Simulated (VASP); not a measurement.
VASP ran on this input.

### POSCAR
```
PbSe
1
    2.1308545676    -5.9023593398     0.0000000000
    2.1308545676     5.9023593398    -0.0000000000
    0.0000000000     0.0000000000     4.3915139277
Pb Se
2 2
Direct
  0.6270438748   0.3729561252   0.7500000000
  0.3729561252   0.6270438748   0.2500000000
  0.8646320369   0.1353679631   0.7500000000
  0.1353679631   0.8646320369   0.2500000000
```

**KPOINTS**
```
Automatic mesh
0
Gamma
5 5 5
0 0 0
```

**INCAR**
```
SYSTEM  =  PbSe
PREC  =  Accurate; ENCUT  =  400; LREAL  =  .False.
LASPH  =  .True.
EDIFF  =  1E-6; NELM  =  100; ALGO  =  Normal
LMAXMIX  =  4
ISMEAR  =  0; SIGMA  =  0.05
GGA  =  PS
IBRION  =  2; NSW  =  60; ISIF  =  3
EDIFFG  =  -0.02
LWAVE  =  .False.; LCHARG  =  .False.
```

POTCAR, in this order: Pb_d Se (PBE.64 set). Program: vasp_std.

Question: Translate this PBEsol calculation to Ansatz.

Answer: One equivalent input (not run):
Ansatz 0.2 input:
```yaml
crystal:
  lattice:
    - [2.1308546, -5.9023593, 0.0000000]
    - [2.1308546, 5.9023593, 0.0000000]
    - [0.0000000, 0.0000000, 4.3915139]
  atoms:
    - { symbol: Pb, position: [0.6270439, 0.3729561, 0.7500000] }
    - { symbol: Pb, position: [0.3729561, 0.6270439, 0.2500000] }
    - { symbol: Se, position: [0.8646320, 0.1353680, 0.7500000] }
    - { symbol: Se, position: [0.1353680, 0.8646320, 0.2500000] }
kpoints:
  mp_grid: { grid: [5, 5, 5] }
hamiltonian:
  xc: pbesol
  pseudopotentials: { kind: paw }
scf:
  occupations: { method: gaussian, width: 0.05 }
  max_iter: 100
relax:
  max_steps: 60
  f_tol: 0.02
  cell: {}
output: { forces: true, stress: true, eigenvalues: true }
```
What does not carry over: each code has its own PAW files, so the cut-off isn't converted (ENCUT is set for VASP's; basis.ecutwfc is left out, and Ansatz then takes the one that its files recommend); Ansatz stops its SCF on the density residual and VASP on the energy change (EDIFF).

The structure comes from a computed database's PbSe entry (Cmcm); how it stands against other phases isn't given here. This run relaxes it. Symmetry was kept, so distortions that lower it aren't found. The start is the result of an earlier pass.
